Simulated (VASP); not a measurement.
Output of a VASP run:

### OUTCAR
```
 ion  position               nearest neighbor table
   1  0.000  0.000  0.000-   2 2.93   2 2.93   2 2.93   2 2.93   2 2.93   2 2.93
   2  0.500  0.500  0.500-   1 2.93   1 2.93   1 2.93   1 2.93   1 2.93   1 2.93
  LATTYP: Found a face centered cubic cell.
 ALAT       =     5.8695180000
 Subroutine PRICEL returns:
 Original cell was already a primitive cell.
 Subroutine GETGRP returns: Found 48 space group operations
The static configuration has the point symmetry O_h .
The dynamic configuration has the point symmetry O_h .
 Subroutine INISYM returns: Found 48 space group operations
 Subroutine IBZKPT returns following result:
 Found     47 irreducible k-points:

 Following reciprocal coordinates:
            Coordinates               Weight
  0.000000  0.000000  0.000000      1.000000
  0.100000  0.000000  0.000000      8.000000
  0.200000  0.000000  0.000000      8.000000
  0.300000  0.000000  0.000000      8.000000
  0.400000  0.000000  0.000000      8.000000
  0.500000  0.000000  0.000000      4.000000
  0.100000  0.100000  0.000000      6.000000
  0.200000  0.100000  0.000000     24.000000
  0.300000  0.100000  0.000000     24.000000
  0.400000  0.100000  0.000000     24.000000
  0.500000  0.100000  0.000000     24.000000
 -0.400000  0.100000  0.000000     24.000000
 -0.300000  0.100000  0.000000     24.000000
 -0.200000  0.100000  0.000000     24.000000
 -0.100000  0.100000  0.000000     12.000000
  0.200000  0.200000  0.000000      6.000000
  0.300000  0.200000  0.000000     24.000000
  0.400000  0.200000  0.000000     24.000000
  0.500000  0.200000  0.000000     24.000000
 -0.400000  0.200000  0.000000     24.000000
 -0.300000  0.200000  0.000000     24.000000
 -0.200000  0.200000  0.000000     12.000000
  0.300000  0.300000  0.000000      6.000000
  0.400000  0.300000  0.000000     24.000000
  0.500000  0.300000  0.000000     24.000000
 -0.400000  0.300000  0.000000     24.000000
 -0.300000  0.300000  0.000000     12.000000
  0.400000  0.400000  0.000000      6.000000
  0.500000  0.400000  0.000000     24.000000
 -0.400000  0.400000  0.000000     12.000000
  0.500000  0.500000  0.000000      3.000000
  0.300000  0.200000  0.100000     24.000000
  0.400000  0.200000  0.100000     48.000000
  0.500000  0.200000  0.100000     48.000000
 -0.400000  0.200000  0.100000     24.000000
  0.400000  0.300000  0.100000     24.000000
  0.500000  0.300000  0.100000     48.000000
 -0.400000  0.300000  0.100000     48.000000
 -0.300000  0.300000  0.100000     48.000000
 -0.200000  0.300000  0.100000     24.000000
   k-points           NKPTS =     47   k-points in BZ     NKDIM =     47   number of bands    NBANDS=      9
   number of dos      NEDOS =    301   number of ions     NIONS =      2
   total plane-waves  NPLWV =  21952
   dimension x,y,z NGX =    28 NGY =   28 NGZ =   28
   dimension x,y,z NGXF=    56 NGYF=   56 NGZF=   56
   ions per type =               1   1
   PREC   = accura    normal or accurate (medium, high low for compatibility)
   ISTART =      0    job   : 0-new  1-cont  2-samecut
   ICHARG =      2    charge: 1-file 2-atom 10-const
   ISPIN  =      1    spin polarized calculation?
   LNONCOLLINEAR =      F non collinear calculations
   LSORBIT =      F    spin-orbit coupling
   INIWAV =      1    electr: 0-lowe 1-rand  2-diag
   ENCUT  =  400.0 eV  29.40 Ry    5.42 a.u.   6.77  6.77  6.77*2*pi/ulx,y,z
   NELM   =    100;   NELMIN=  2; NELMDL= -5     # of ELM steps
   EDIFF  = 0.1E-05   stopping-criterion for ELM
   LREAL  =      F    real-space projection
   NLSPLINE    = F    spline interpolate recip. space projectors
   LMAXMIX     =    4 max onsite mixed and CHGCAR
   VOSKOWN=      0    Vosko Wilk Nusair interpolation
   EDIFFG = 0.1E-04   stopping-criterion for IOM
   NSW    =      0    number of steps for IOM
   NBLOCK =      1;   KBLOCK =      1    inner block; outer block
   IBRION =     -1    ionic relax: 0-MD 1-quasi-New 2-CG
...
```

OSZICAR:
```
       N       E                     dE             d eps       ncg     rms          rms(c)
DAV:   1     0.652620563731E+02    0.65262E+02   -0.53123E+03   846   0.108E+03
DAV:   2    -0.674089645216E+01   -0.72003E+02   -0.68840E+02  1050   0.218E+02
DAV:   3    -0.950796426939E+01   -0.27671E+01   -0.25625E+01  1021   0.446E+01
DAV:   4    -0.958905075720E+01   -0.81086E-01   -0.80983E-01   927   0.636E+00
DAV:   5    -0.959072157533E+01   -0.16708E-02   -0.16710E-02   957   0.966E-01    0.345E+00
DAV:   6    -0.953766100796E+01    0.53061E-01   -0.22609E-01   879   0.568E+00    0.176E+00
DAV:   7    -0.952269380257E+01    0.14967E-01   -0.97937E-02   862   0.300E+00    0.117E+00
DAV:   8    -0.951673077491E+01    0.59630E-02   -0.38650E-02   878   0.242E+00    0.234E-01
DAV:   9    -0.951672345965E+01    0.73153E-05   -0.87518E-04   872   0.267E-01    0.101E-01
DAV:  10    -0.951675761704E+01   -0.34157E-04   -0.10103E-04   915   0.107E-01    0.110E-02
DAV:  11    -0.951675978576E+01   -0.21687E-05   -0.86717E-06   848   0.385E-02    0.499E-03
DAV:  12    -0.951675910774E+01    0.67802E-06   -0.85916E-07   423   0.101E-02
   1 F= -.95167591E+01 E0= -.95164621E+01  d E =-.891017E-03
```

**OUTCAR**
```
------------------------ aborting loop because EDIFF is reached ----------------------------------------
  FORCE on cell =-STRESS in cart. coord.  units (eV):
  Direction    XX          YY          ZZ          XY          YZ          ZX
  --------------------------------------------------------------------------------------
  Total       -3.4566174     -3.4566174     -3.4566174      0.0000000      0.0000000      0.0000000
  in kB     -109.5505531   -109.5505531   -109.5505531      0.0000000      0.0000000      0.0000000
  external PRESSURE =    -109.5505531 kB  Pullay stress =       0.0000000 kB
  volume of cell :       50.55
      direct lattice vectors                 reciprocal lattice vectors
     0.000000000  2.934759000  2.934759000    -0.170371741  0.170371741  0.170371741
     2.934759000  0.000000000  2.934759000     0.170371741 -0.170371741  0.170371741
     2.934759000  2.934759000  0.000000000     0.170371741  0.170371741 -0.170371741
 POSITION                                       TOTAL-FORCE (eV/Angst)
 -----------------------------------------------------------------------------------
      0.00000      0.00000      0.00000        -0.000000     -0.000000     -0.000000
      2.93476      2.93476      2.93476         0.000000      0.000000      0.000000
 -----------------------------------------------------------------------------------
    total drift:                                0.000000      0.000000      0.000000
  FREE ENERGIE OF THE ION-ELECTRON SYSTEM (eV)
  ---------------------------------------------------
  free  energy   TOTEN  =        -9.5167591077 eV

  energy  without entropy=       -9.5158680910  energy(sigma->0) =       -9.51646210
```
(Selected blocks of OUTCAR.)

POSCAR:
```
SbPd
1
    0.0000000000     2.9347590000     2.9347590000
    2.9347590000     0.0000000000     2.9347590000
    2.9347590000     2.9347590000     0.0000000000
Sb Pd
1 1
Direct
  0.0000000000   0.0000000000   0.0000000000
  0.5000000000   0.5000000000   0.5000000000
```

**Question.** Reconstruct the remaining input files.

**Answer.** One answer among several that fit: the input of the run itself, PBE GGA, plane waves, VASP's PBE PAW potentials (set 64).

File KPOINTS:
```
kpoints
0
Gamma
  10 10 10
```

### INCAR
```
SYSTEM = SbPd
PREC = Accurate; ENCUT = 400; LREAL = F
LASPH = T; NBANDS = 9
EDIFF = 1E-6; NELM = 100; ALGO = Normal
LMAXMIX = 4
ISMEAR = 1; SIGMA = 0.1
GGA = PE
ISIF = 2
LWAVE = F; LCHARG = F
```

POTCAR, in this order: Sb Pd (PBE.64 set). Program: vasp_std.

The structure was generated: SbPd was put into the rocksalt type (Fm-3m), which need not be its known phase. The cell was not relaxed at this level. The run is one of a series of settings (NBANDS = 9 against the base run), some of them coarse on purpose. The electron count is odd and the run is not spin-polarised, which forces a metal. VASP warned that the highest band is occupied, so more bands are needed.
